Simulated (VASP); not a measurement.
Elastic constants (GPa) of a crystal from PBE GGA, VASP's PBE PAW potentials (set 64) (VASP):

```json
[
 {"": "xx", "xx": "38.2", "yy": "10.8", "zz": "1.1", "yz": "0.1", "xz": "0.0", "xy": "0.0"},
 {"": "yy", "xx": "10.8", "yy": "38.2", "zz": "1.1", "yz": "-0.1", "xz": "0.0", "xy": "0.0"},
 {"": "zz", "xx": "1.1", "yy": "1.1", "zz": "3.7", "yz": "0.0", "xz": "0.0", "xy": "0.0"},
 {"": "yz", "xx": "0.1", "yy": "-0.1", "zz": "0.0", "yz": "0.5", "xz": "0.0", "xy": "0.0"},
 {"": "xz", "xx": "0.0", "yy": "0.0", "zz": "0.0", "yz": "0.0", "xz": "0.5", "xy": "0.1"},
 {"": "xy", "xx": "0.0", "yy": "0.0", "zz": "0.0", "yz": "0.0", "xz": "0.1", "xy": "13.7"}
]
```

Tensors are in the Cartesian frame of the cell as typed. Without a dispersion term in the relaxation, distances and binding between the weakly bound layers, chains or molecules are unreliable, and so is what depends on them.

Task: Work out the Voigt, Reuss and Hill moduli, Young's modulus and Poisson's ratio.

Result: All eigenvalues are positive (smallest 0.5 GPa), so the crystal is stable. K_V = (C11+C22+C33+2(C12+C13+C23))/9 = (80.1 + 2×13.0)/9 = 11.8 GPa; G_V = (80.1 − 13.0 + 3×14.7)/15 = 7.4 GPa. From the compliances, K_R = 3.4 GPa and G_R = 1.1 GPa. Hill: K = 7.6 GPa, G = 4.3 GPa, E = 9KG/(3K+G) = 10.8 GPa, ν = (3K−2G)/(2(3K+G)) = 0.264. K/G = 1.79, above Pugh's 1.75; universal anisotropy A^U = 31.14.

Task: With a density of 3.98 g/cm³, what are the mean sound speeds?

Result: v_l = √((K+4G/3)/ρ) = 1.83 km/s and v_t = √(G/ρ) = 1.03 km/s. The crystal is MgI2 (1T layered), trigonal.

The compound is MgI2 in the 1T layered structure. It was relaxed first, which changed the volume by +13 %.
